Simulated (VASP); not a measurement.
Output of a VASP run:

OUTCAR:
```
 ion  position               nearest neighbor table
   1  0.500  0.000  0.000-  30 2.36  45 2.36   2 2.36  61 2.36
   2  0.625  0.124  0.124-  17 2.34   1 2.36   5 2.36   3 2.36
   3  0.750  0.250  0.000-   2 2.36  47 2.36   4 2.36  26 2.37
   4  0.876  0.375  0.124-  19 2.34  27 2.36  31 2.36   3 2.36
   5  0.750  0.000  0.250-   2 2.36   6 2.36  36 2.37  14 2.37
   6  0.876  0.124  0.375-  23 2.35  37 2.36  31 2.36   5 2.36
   7  1.000  1.000  1.000-  26 2.38  63 2.38  14 2.38   8 2.38
   8  0.126  0.125  0.126-  15 2.36   9 2.37  31 2.37   7 2.38
   9  0.250  0.250  1.000-  45 2.36  57 2.36   8 2.37  10 2.37
  10  0.375  0.375  0.125-  17 2.36  33 2.36   9 2.37  11 2.37
  11  0.500  0.500  0.000-  10 2.37  12 2.37  59 2.37  47 2.37
  12  0.625  0.625  0.125-  13 2.36  19 2.36  35 2.37  11 2.37
  13  0.750  0.750  1.000-  61 2.36  49 2.36  12 2.36  14 2.37
  14  0.875  0.875  0.126-  50 2.37   5 2.37  13 2.37   7 2.38
  15  0.250  0.000  0.250-  30 2.36  51 2.36   8 2.36  16 2.37
  16  0.375  0.125  0.375-  17 2.36  39 2.37  15 2.37  21 2.37
  17  0.500  0.247  0.247-  18 2.33   2 2.34  10 2.36  16 2.36
  18  0.641  0.360  0.360-  19 2.33  17 2.33  23 2.33  64 2.66
  19  0.754  0.501  0.247-  18 2.33   4 2.34  20 2.36  12 2.36
  20  0.875  0.625  0.375-  19 2.36  50 2.37  42 2.37  52 2.37
  21  0.500  0.000  0.500-  16 2.37  36 2.37  55 2.37  22 2.37
  22  0.625  0.125  0.625-  23 2.37  25 2.37  46 2.37  21 2.37
  23  0.754  0.247  0.501-  18 2.33   6 2.35  24 2.36  22 2.37
  24  0.875  0.375  0.625-  56 2.36  23 2.36  48 2.36  52 2.37
  25  0.750  1.000  0.750-  43 2.36  61 2.36  22 2.37  26 2.37
  26  0.875  0.125  0.875-  56 2.37  25 2.37   3 2.37   7 2.38
  27  1.000  0.500  0.000-   4 2.36  49 2.36  28 2.36  57 2.36
  28  0.124  0.625  0.124-  33 2.34  27 2.36  50 2.36  29 2.36
  29  0.250  0.750  0.000-  28 2.36  30 2.36  59 2.36  63 2.37
  30  0.375  0.876  0.124-  35 2.34   1 2.36  15 2.36  29 2.36
  31  1.000  0.250  0.250-   4 2.36   6 2.36   8 2.37  32 2.37
  32  0.125  0.375  0.375-  39 2.36  33 2.36  31 2.37  52 2.37
  33  0.247  0.499  0.247-  34 2.33  28 2.34  10 2.36  32 2.36
  34  0.360  0.641  0.360-  33 2.33  35 2.33  54 2.33  64 2.66
  35  0.501  0.754  0.246-  34 2.33  30 2.34  36 2.36  12 2.37
  36  0.625  0.875  0.375-  35 2.36   5 2.37  42 2.37  21 2.37
  37  1.000  1.000  0.500-   6 2.36  51 2.36  43 2.36  38 2.36
  38  0.124  0.124  0.625-  39 2.34  37 2.36  44 2.36  56 2.36
  39  0.246  0.246  0.499-  40 2.33  38 2.34  32 2.36  16 2.37
  40  0.359  0.359  0.642-  58 2.33  46 2.33  39 2.33  64 2.66
  41  0.640  0.640  0.641-  48 2.33  60 2.33  42 2.33  64 2.66
  42  0.753  0.753  0.500-  41 2.33  43 2.34  36 2.37  20 2.37
  43  0.876  0.876  0.626-  42 2.34  37 2.36  62 2.36  25 2.36
  44  0.250  0.000  0.750-  38 2.36  45 2.36  55 2.36  63 2.37
  45  0.375  0.124  0.876-  46 2.34   1 2.36   9 2.36  44 2.36
  46  0.501  0.246  0.754-  40 2.33  45 2.34  47 2.37  22 2.37
  47  0.625  0.375  0.876-   3 2.36  48 2.36  46 2.37  11 2.37
  48  0.754  0.499  0.754-  41 2.33  49 2.34  47 2.36  24 2.36
  49  0.876  0.625  0.876-  48 2.34  27 2.36  13 2.36  62 2.36
  50  0.000  0.750  0.250-  28 2.36  51 2.36  20 2.37  14 2.37
  51  0.124  0.876  0.375-  54 2.34  37 2.36  15 2.36  50 2.36
  52  0.000  0.500  0.500-  20 2.37  32 2.37  53 2.37  24 2.37
  53  0.125  0.625  0.625-  62 2.36  58 2.36  54 2.37  52 2.37
  54  0.246  0.754  0.501-  34 2.33  51 2.34  55 2.37  53 2.37
  55  0.375  0.875  0.625-  44 2.36  60 2.37  54 2.37  21 2.37
  56  0.000  0.250  0.750-  38 2.36  24 2.36  57 2.36  26 2.37
  57  0.124  0.375  0.876-  58 2.34  27 2.36   9 2.36  56 2.36
  58  0.246  0.501  0.754-  40 2.33  57 2.34  53 2.36  59 2.37
  59  0.375  0.625  0.876-  29 2.36  58 2.37  60 2.37  11 2.37
  60  0.499  0.754  0.754-  41 2.33  61 2.34  55 2.37  59 2.37
  61  0.626  0.876  0.876-  60 2.34   1 2.36  13 2.36  25 2.36
  62  1.000  0.750  0.750-  43 2.36  49 2.36  53 2.36  63 2.37
  63  0.126  0.875  0.875-  29 2.37  44 2.37  62 2.37   7 2.38
  64  0.499  0.500  0.501-  34 2.66  41 2.66  18 2.66  40 2.66
 Subroutine IBZKPT returns following result:
 Found      1 irreducible k-points:

 Following reciprocal coordinates:
            Coordinates               Weight
  0.000000  0.000000  0.000000      1.000000
 Subroutine IBZKPT_HF returns following result:
   k-points           NKPTS =      1   k-points in BZ     NKDIM =      1   number of bands    NBANDS=    161
   number of dos      NEDOS =    301   number of ions     NIONS =     64
   total plane-waves  NPLWV = 157464
   dimension x,y,z NGX =    54 NGY =   54 NGZ =   54
   dimension x,y,z NGXF=   108 NGYF=  108 NGZF=  108
   ions per type =              63   1
   PREC   = normal    normal or accurate (medium, high low for compatibility)
   ISTART =      1    job   : 0-new  1-cont  2-samecut
...
```

**OSZICAR**
```
       N       E                     dE             d eps       ncg     rms          rms(c)
DAV:   1    -0.393611986967E+03   -0.39361E+03   -0.12843E+01   660   0.808E+00    0.197E+01
DAV:   2    -0.393713511890E+03   -0.10152E+00   -0.34040E-01   760   0.118E+00    0.128E+01
DAV:   3    -0.393700096964E+03    0.13415E-01   -0.13359E-02   742   0.211E-01    0.747E+00
DAV:   4    -0.393693591704E+03    0.65053E-02   -0.20125E-03   694   0.898E-02    0.430E+00
DAV:   5    -0.393691246298E+03    0.23454E-02   -0.64559E-04   718   0.526E-02    0.245E+00
DAV:   6    -0.393690435504E+03    0.81079E-03   -0.25851E-04   734   0.319E-02    0.139E+00
DAV:   7    -0.393690169734E+03    0.26577E-03   -0.99757E-05   726   0.191E-02    0.790E-01
DAV:   8    -0.393690085022E+03    0.84712E-04   -0.33318E-05   526   0.113E-02    0.451E-01
DAV:   9    -0.393690062110E+03    0.22912E-04   -0.13370E-05   414   0.742E-03    0.256E-01
DAV:  10    -0.393690057374E+03    0.47362E-05   -0.46876E-06   374   0.458E-03
   1 F= -.39369006E+03 E0= -.39369006E+03  d E =-.249437E-11  mag=     1.0000
```

OUTCAR:
```
------------------------ aborting loop because EDIFF is reached ----------------------------------------
  volume of cell :     1308.29
      direct lattice vectors                 reciprocal lattice vectors
    10.937074700  0.000000000  0.000000000     0.091432127  0.000000000  0.000000000
     0.000000000 10.937074700  0.000000000     0.000000000  0.091432127  0.000000000
     0.000000000  0.000000000 10.937074700     0.000000000  0.000000000  0.091432127
 POSITION                                       TOTAL-FORCE (eV/Angst)
 -----------------------------------------------------------------------------------
      5.46818      0.00131      0.00319         0.004647     -0.000856      0.004348
      6.84079      1.35586      1.35892        -0.005590     -0.009571     -0.016224
      8.20410      2.73205      0.00438        -0.001559      0.008553     -0.006933
      9.58083      4.09620      1.35859         0.006927      0.007789     -0.015296
      8.20428      0.00228      2.73475        -0.000559     -0.012405      0.004316
      9.58262      1.35626      4.09602         0.005093     -0.007916      0.014802
     10.93697     10.93707     10.93691         0.002915     -0.000375      0.003522
      1.37279      1.37259      1.37262        -0.025400     -0.018631     -0.026431
      2.73452      2.73402     10.93646         0.001091      0.004494      0.010705
      4.09923      4.09824      1.36777         0.003389      0.011016     -0.003210
      5.46799      5.46761      0.00227         0.006730      0.002331     -0.001224
      6.83981      6.83963      1.36392        -0.011954     -0.004254      0.003619
      8.20395      8.20408     10.93401         0.000918     -0.000282      0.017562
      9.56481      9.56476      1.37288         0.023319      0.025378     -0.024495
      2.73457      0.00077      2.73475         0.004541      0.012058      0.008157
      4.09987      1.36875      4.09972         0.002784     -0.007130      0.003580
      5.46370      2.69950      2.69892         0.010664     -0.008488      0.000287
      7.00531      3.93915      3.93788        -0.098059      0.075468      0.084837
      8.24259      5.48021      2.69642        -0.004160     -0.018504      0.010303
      9.57338      6.84079      4.09931        -0.002685     -0.005469      0.003317
      5.46811      0.00051      5.46785         0.005533      0.002094      0.010539
      6.83818      1.36602      6.83840        -0.008833      0.000693     -0.010931
      8.24290      2.69632      5.47806        -0.000550      0.002360     -0.022633
      9.57412      4.09752      6.84032        -0.002676      0.010390     -0.010200
      8.20276     10.93608      8.20327        -0.003315      0.010716      0.002418
      9.56479      1.37248      9.56470         0.024076     -0.018000      0.025040
     10.93569      5.46846      0.00406         0.002614     -0.002545      0.002928
      1.35522      6.84107      1.35739        -0.010249     -0.007326     -0.011843
      2.73247      8.20522      0.00473         0.009222     -0.006079     -0.011208
      4.09595      9.58367      1.35757         0.008203      0.002852     -0.007536
     10.93636      2.73426      2.73417         0.012639      0.003723      0.007017
      1.36699      4.09951      4.09885        -0.003806      0.005662      0.007315
      2.69738      5.46234      2.69674        -0.001484      0.013477      0.003389
      3.93514      7.00662      3.93395         0.075352     -0.090471      0.084716
      5.47899      8.24334      2.69510        -0.020126     -0.004841      0.006244
      6.84016      9.57211      4.09984        -0.010817     -0.001999      0.001692
     10.93466     10.93600      5.46857         0.002193     -0.000009      0.005898
      1.35454      1.35366      6.84067        -0.016225     -0.009166     -0.009532
      2.69457      2.69590      5.46251         0.002585     -0.000890      0.025439
      3.92370      3.92965      7.01691         0.105489      0.093443     -0.114241
      7.00389      7.00193      7.01023        -0.087622     -0.078665     -0.096563
      8.23950      8.23906      5.46320         0.003408      0.002886      0.012255
      9.57932      9.58128      6.84120         0.009561      0.013678     -0.008698
      2.73385      0.00277      8.20389         0.003910     -0.011392      0.002551
      4.09636      1.35505      9.58376         0.011710     -0.010528      0.007033
      5.47775      2.69472      8.24471        -0.023927      0.005963     -0.000361
      6.83992      4.09711      9.57559        -0.010252      0.009274      0.000839
      8.24411      5.45770      8.24529        -0.008493      0.025294     -0.004839
      9.58373      6.84114      9.58340         0.003700     -0.012977      0.006536
      0.00322      8.20508      2.73413        -0.012502     -0.002636      0.008618
      1.35597      9.58446      4.09601        -0.011161      0.004618      0.012853
      0.00011      5.46851      5.46794         0.002336      0.001275      0.012175
      1.36324      6.84064      6.83868         0.004879     -0.007526     -0.010357
      2.69524      8.24360      5.47700         0.003176     -0.002651     -0.014292
      4.09859      9.57317      6.83996         0.003773     -0.004220     -0.012590
      0.00345      2.73303      8.20439        -0.007794      0.005244      0.001576
      1.35382      4.09645      9.58571        -0.014529      0.012945      0.005308
      2.69018      5.48182      8.24778         0.014832     -0.024819     -0.007935
      4.09798      6.84074      9.57650         0.004568     -0.006969     -0.005146
      5.45972      8.24345      8.24461         0.022295     -0.008664     -0.000229
      6.84115      9.58416      9.58363        -0.016515      0.010013      0.008692
     10.93400      8.20473      8.20329         0.014673     -0.004909      0.003511
...
```
(Selected blocks of OUTCAR.)

File POSCAR:
```
BiSi63
1
   10.9370747000     0.0000000000     0.0000000000
    0.0000000000    10.9370747000     0.0000000000
    0.0000000000     0.0000000000    10.9370747000
Si Bi
63 1
Direct
  0.4999676538   0.0001193465   0.0002918850
  0.6254684168   0.1239693132   0.1242488795
  0.7501182901   0.2497970479   0.0004002693
  0.8759955739   0.3745245589   0.1242189713
  0.7501344595   0.0002081017   0.2500436179
  0.8761589775   0.1240061239   0.3745074060
  0.9999907934   0.9999993073   0.9999847215
  0.1255174209   0.1254986147   0.1255019978
  0.2500234052   0.2499776700   0.9999437793
  0.3748015993   0.3747111998   0.1250584111
  0.4999498320   0.4999156041   0.0002075888
  0.6253785986   0.6253620184   0.1247058623
  0.7501048847   0.7501162648   0.9997193697
  0.8745310747   0.8745259344   0.1255255890
  0.2500273323   0.0000702932   0.2500442259
  0.3748601764   0.1251473820   0.3748460472
  0.4995575894   0.2468211375   0.2467675929
  0.6405101958   0.3601645192   0.3600488272
  0.7536373629   0.5010673321   0.2465397617
  0.8753141862   0.6254677613   0.3748082067
  0.4999613716   0.0000462470   0.4999375407
  0.6252290847   0.1248984957   0.6252493896
  0.7536661217   0.2465303639   0.5008707285
  0.8753817108   0.3746453183   0.6254251488
  0.7499953887   0.9999088035   0.7500420949
  0.8745292122   0.1254883545   0.8745210834
  0.9998732635   0.4999929166   0.0003707979
  0.1239104496   0.6254937255   0.1241094758
  0.2498356906   0.7502207940   0.0004320426
  0.3745015894   0.8762552897   0.1241258589
  0.9999345312   0.2499988670   0.2499912275
  0.1249866286   0.3748272042   0.3747665414
  0.2466268298   0.4994329621   0.2465682778
  0.3597982299   0.6406299565   0.3596890975
  0.5009554132   0.7537058054   0.2464189786
  0.6254104419   0.8751985384   0.3748573283
  0.9997792913   0.9999019621   0.5000034010
  0.1238488667   0.1237678516   0.6254567039
  0.2463706052   0.2464917277   0.4994488359
  0.3587522124   0.3592967067   0.6415713489
  0.6403806938   0.6402016137   0.6409601451
  0.7533548607   0.7533146893   0.4995118860
  0.8758574222   0.8760371092   0.6255058778
  0.2499620020   0.0002531055   0.7500994126
  0.3745392234   0.1238947898   0.8762636547
  0.5008424987   0.2463841693   0.7538315052
  0.6253880371   0.3746070394   0.8755163378
  0.7537765658   0.4990088073   0.7538847772
  0.8762603746   0.6254996291   0.8762302857
  0.0002941596   0.7502079643   0.2499873852
  0.1239794018   0.8763273380   0.3745073243
  0.0000096260   0.4999974325   0.4999454112
  0.1246440328   0.6254539219   0.6252746580
  0.2464318042   0.7537299667   0.5007741557
  0.3747429858   0.8752952009   0.6253920087
  0.0003158069   0.2498864588   0.7501450310
  0.1237823140   0.3745472060   0.8764420366
  0.2459685516   0.5012146582   0.7541124340
  0.3746870595   0.6254630460   0.8755999252
  0.4991942263   0.7537165167   0.7538225385
  0.6255004773   0.8763000533   0.8762517164
  0.9997188449   0.7501759492   0.7500444820
  0.1255113138   0.8745386491   0.8745117330
  0.4993029608   0.4998072644   0.5008223662
```

Q: Write an INCAR and KPOINTS that could have produced this output.

A: This is not unique; one that fits is the input of the run itself, HSE06 screened hybrid, plane waves, VASP's PBE PAW potentials (set 64).

### INCAR
```
# general
SYSTEM  =BiSi63
PREC    =Normal
ENCUT   =400   # plane-wave cut-off (eV)
LREAL   =Auto   # projection in real space or not
LASPH   =.TRUE.
ISYM    =0

# electronic loop
EDIFF   =1E-5   # SCF stop (eV)
NELM    =50   # most electronic steps
NELMIN  =4
ALGO    =Normal
LMAXMIX =4

# smearing
ISMEAR  =0
SIGMA   =0.05   # width (eV)

# functional
GGA     =PE   # PBE
LHFCALC =.TRUE.
AEXX    =0.25
HFSCREEN=0.2   # 1/Angstrom
PRECFOCK=Fast

# spin
ISPIN   =2   # spin-polarised
MAGMOM  =64*0.0156
NUPDOWN =1

# ions
ISIF    =0

# output
LWAVE   =.FALSE.
LCHARG  =.FALSE.
LORBIT  =10
```

### KPOINTS
```
Automatic mesh
0
Gamma
1 1 1
0 0 0
```

POTCAR, in this order: Si Bi (PBE.64 set). Program: vasp_gam. Read from the step before: WAVECAR.

The supercell is sampled at Γ alone, which is coarse: total energies, pressure and levels can be off, energies of defects by several tenths of an eV.

The cell is a supercell with a defect, built from Si (diamond): Bi_Si. The cell's shape comes from a PBE relaxation.
